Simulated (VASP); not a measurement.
The input files of a VASP run:

**KPOINTS**
```
kpoints
0
Gamma
 10 10 10
```

**INCAR**
```
! general
SYSTEM  = CoSi2
PREC    = Accurate
ENCUT   = 500
LREAL   = .False.
LASPH   = .True.

! electronic loop
EDIFF   = 1E-6
NELM    = 100
ALGO    = Normal
LMAXMIX = 4

! smearing
ISMEAR  = 1
SIGMA   = 0.1

! functional
GGA     = PE

! ions
IBRION  = 2
NSW     = 40
ISIF    = 3
EDIFFG  = -0.02
PSTRESS = 100

! output
LWAVE   = .False.
LCHARG  = .False.
```

### POSCAR
```
CoSi2
1.0
  0.0000000000   2.6351618715   2.6351618715
  2.6351618715   0.0000000000   2.6351618715
  2.6351618715   2.6351618715   0.0000000000
Co Si
1 2
Cartesian
  0.0000000000   0.0000000000   0.0000000000
  1.3175809357   1.3175809357   1.3175809357
  3.9527428072   3.9527428072   3.9527428072
```

POTCAR, in this order: Co Si (PBE.64 set). Program: vasp_std.

Write an equivalent input for Ansatz.

One equivalent input (not run):
Ansatz 0.2 input:
```yaml
crystal:
  lattice:
    - [0.0000000, 2.6351619, 2.6351619]
    - [2.6351619, 0.0000000, 2.6351619]
    - [2.6351619, 2.6351619, 0.0000000]
  atoms:
    - { symbol: Co, position: [0.0000000, 0.0000000, 0.0000000] }
    - { symbol: Si, position: [0.2500000, 0.2500000, 0.2500000] }
    - { symbol: Si, position: [0.7500000, 0.7500000, 0.7500000] }
kpoints:
  mp_grid: { grid: [10, 10, 10] }
hamiltonian:
  xc: pbe
  pseudopotentials: { kind: paw }
scf:
  occupations: { method: methfessel_paxton, width: 0.1 }
  max_iter: 100
relax:
  max_steps: 40
  f_tol: 0.02
  cell: { p_target: 10 }
output: { forces: true, stress: true, eigenvalues: true }
```
What does not carry over: each code has its own PAW files, so the cut-off isn't converted (ENCUT is set for VASP's; basis.ecutwfc is left out, and Ansatz then takes the one that its files recommend); Ansatz stops its SCF on the density residual and VASP on the energy change (EDIFF).

The compound is CoSi2 in the fluorite structure. It was relaxed first under an external pressure of 10 GPa.
